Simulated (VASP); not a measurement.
Bi5Sb3, 8 atoms in the cell. The structure is monoclinic, space group Cm (No. 8). The conventional cell has a = 9.331 Å, b = 8.948 Å, c = 6.464 Å, α = 90.00°, β = 93.32°, γ = 90.00°. Around Sb (site symmetry 1) lie 4 Bi at 3.02 to 3.47 Å and 2 Sb at 3.02 to 3.47 Å. Sb (site symmetry m) has 2 Bi at 3.02 to 3.47 Å and 4 Sb at 3.02 to 3.47 Å as nearest neighbours. Bi (site symmetry m) is surrounded by 6 Bi at 3.02 to 3.47 Å. Around Bi (site symmetry m) lie 2 Sb at 3.02 to 3.47 Å and 4 Bi at 3.02 to 3.47 Å. Around Bi (site symmetry 1) lie 2 Sb at 3.02 to 3.47 Å and 4 Bi at 3.02 to 3.47 Å. Bi (site symmetry m) is surrounded by 2 Bi at 3.02 to 3.47 Å and 4 Sb at 3.02 to 3.47 Å. The cell was built by a generator and needn't be a form met in nature.

```yaml
Program: VASP 6.6.1
Task: relaxation of cell and atoms
Functional: PBE
Dispersion: D3(BJ)
Potentials_or_basis: VASP PAW PBE potentials, release 64 (Sb, Bi_d)
Cutoff: 600 eV
k_mesh: 4 × 4 × 4
Occupations: gaussian, width 0.03 eV
Spin: no spin polarisation
Further_INCAR_settings: ALGO = Normal; EDIFF = 1e-06; IBRION = 2; EDIFFG = -0.01; NSW = 90; ISIF = 3
```

Potentials or basis: VASP PAW PBE potentials, release 64 (Sb, Bi_d).

Launch:

```sh
$ cat potpaw_PBE.64/Sb/POTCAR potpaw_PBE.64/Bi_d/POTCAR > POTCAR
$ mpirun -np 4 vasp_std > vasp.out
```

Hardware: 4 MPI ranks on Intel(R) Xeon(R) 6975P-C (Granite Rapids) (shared host).

Problem. How long does it take, and how much memory?

Solution. Wall time 20 min on 4 MPI ranks on Intel(R) Xeon(R) 6975P-C (Granite Rapids), on a shared host, peak memory 0.66 GiB a rank. Counts: scf iterations 180, k points 24, ion steps 29.
